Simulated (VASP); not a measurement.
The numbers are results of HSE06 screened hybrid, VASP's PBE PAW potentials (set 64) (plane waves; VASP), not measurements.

A VASP calculation is set up with these files.

INCAR:
```
AEXX = 0.25
ALGO = Normal
EDIFF = 1E-5
ENCUT = 400
GGA = PE
HFSCREEN = 0.2
ISIF = 0
ISMEAR = 0
ISYM = 0
LASPH = .TRUE.
LCHARG = .FALSE.
LHFCALC = .TRUE.
LMAXMIX = 4
LREAL = Auto
LWAVE = .FALSE.
NELECT = 258.0
NELM = 50
NELMIN = 4
PREC = Normal
PRECFOCK = Fast
SIGMA = 0.05
SYSTEM = BiSi63
```

### POSCAR
```
BiSi63
10.9370750
  0.9999999726   0.0000000000   0.0000000000
  0.0000000000   0.9999999726   0.0000000000
  0.0000000000   0.0000000000   0.9999999726
Si Bi
63 1
Direct
  0.4999337818   0.0001147258   0.0002936666
  0.6254826102   0.1244747622   0.1247246587
  0.7499806194   0.2499430943   0.0006317997
  0.8754961375   0.3745021447   0.1246954840
  0.7500031103   0.0004904503   0.2501582697
  0.8756736643   0.1244933068   0.3744591141
  0.9999951449   0.9999980189   0.9999877831
  0.1258943157   0.1258752633   0.1258446567
  0.2501644451   0.2501169317   0.9996585149
  0.3743845568   0.3743305107   0.1256373566
  0.4999363196   0.4999142165   0.0001789058
  0.6257308070   0.6257265453   0.1252779424
  0.7499706370   0.7499850517   0.9994724816
  0.8741734409   0.8741794552   0.1258718898
  0.2501732728   0.9998256697   0.2501907310
  0.3745263555   0.1257545299   0.3744688621
  0.4998081414   0.2469769027   0.2468825112
  0.6421176015   0.3587054172   0.3584842139
  0.7535741983   0.5008646579   0.2466421793
  0.8747413869   0.6258430854   0.3744702543
  0.4999747444   0.0000320614   0.4999940646
  0.6256648972   0.1254952375   0.6256417642
  0.7535307321   0.2466530898   0.5005730341
  0.8747629637   0.3742826835   0.6257897687
  0.7498874080   0.9996534755   0.7499204600
  0.8741755779   0.1258715361   0.8741483953
  0.9998888560   0.4999751708   0.0003846316
  0.1244356256   0.6255149708   0.1246220220
  0.2499776362   0.7500786886   0.0006726281
  0.3744686308   0.8757291891   0.1246419672
  0.9996760461   0.2501359051   0.2501178782
  0.1255562535   0.3744544308   0.3743532854
  0.2467997851   0.4996628215   0.2467311358
  0.3584118203   0.6421331197   0.3582462523
  0.5007265081   0.7536131590   0.2465407284
  0.6257929220   0.8746564936   0.3744901559
  0.9998032554   0.9998761950   0.5000141726
  0.1243693512   0.1243068732   0.6254783902
  0.2465056999   0.2466269067   0.4996775358
  0.3568218237   0.3574586894   0.6434934338
  0.6418970338   0.6417224880   0.6424691804
  0.7531843560   0.7531710570   0.4997191495
  0.8753297320   0.8755234039   0.6254865658
  0.2501037818   0.0005261516   0.7499603023
  0.3745023958   0.1244088793   0.8757221750
  0.5006197743   0.2464988525   0.7537029886
  0.6257428181   0.3742368814   0.8748907102
  0.7536418843   0.4992555001   0.7537556726
  0.8757435340   0.6255319377   0.8757202955
  0.0005563065   0.7500739361   0.2501154117
  0.1244824211   0.8758142131   0.3744534554
  0.0000137466   0.4999844128   0.4999885122
  0.1252676303   0.6258780743   0.6256002792
  0.2465829300   0.7535950120   0.5005063575
  0.3743563391   0.8746892527   0.6257541081
  0.0005724274   0.2500372625   0.7500003903
  0.1243208120   0.3745556528   0.8759168052
  0.2460589361   0.5010839418   0.7540180627
  0.3743592159   0.6258919969   0.8749458554
  0.4994795541   0.7536090930   0.7536512418
  0.6255254451   0.8757971175   0.8757289738
  0.9994543097   0.7500495742   0.7499069166
  0.1258736608   0.8741911504   0.8741372486
  0.4991798714   0.4996127210   0.5009923621
```

KPOINTS:
```
Automatic mesh
0
Gamma
1 1 1
0 0 0
```

POTCAR, in this order: Si Bi (PBE.64 set). Program: vasp_gam. Read from the step before: WAVECAR.

The cell is charged, with a uniform compensating background. The supercell is sampled at Γ alone, which is coarse: total energies, pressure and levels can be off, energies of defects by several tenths of an eV.

Question: Predict the energy per atom (σ→0), largest force.

Answer: 
* **energy per atom (σ→0)**: -6.053 eV/atom
* **largest force**: 0.148 eV/Å

**OSZICAR**
```
...
DAV:   4    -0.387423720613E+03    0.65772E-02   -0.19777E-03   358   0.894E-02    0.433E+00
DAV:   5    -0.387421365563E+03    0.23551E-02   -0.66835E-04   358   0.526E-02    0.247E+00
DAV:   6    -0.387420559001E+03    0.80656E-03   -0.26271E-04   366   0.317E-02    0.141E+00
DAV:   7    -0.387420292928E+03    0.26607E-03   -0.99683E-05   366   0.190E-02    0.798E-01
DAV:   8    -0.387420209625E+03    0.83302E-04   -0.33246E-05   270   0.112E-02    0.456E-01
DAV:   9    -0.387420187219E+03    0.22406E-04   -0.13126E-05   214   0.732E-03    0.259E-01
DAV:  10    -0.387420182657E+03    0.45616E-05   -0.47308E-06   182   0.458E-03
   1 F= -.38742018E+03 E0= -.38742018E+03  d E =-.322532E-15
```

The cell is a supercell with a defect, built from Si (diamond): Bi_Si, charge -1. The cell's shape comes from a PBE relaxation. The run is not spin-polarised, so no state with unpaired spins was tried.
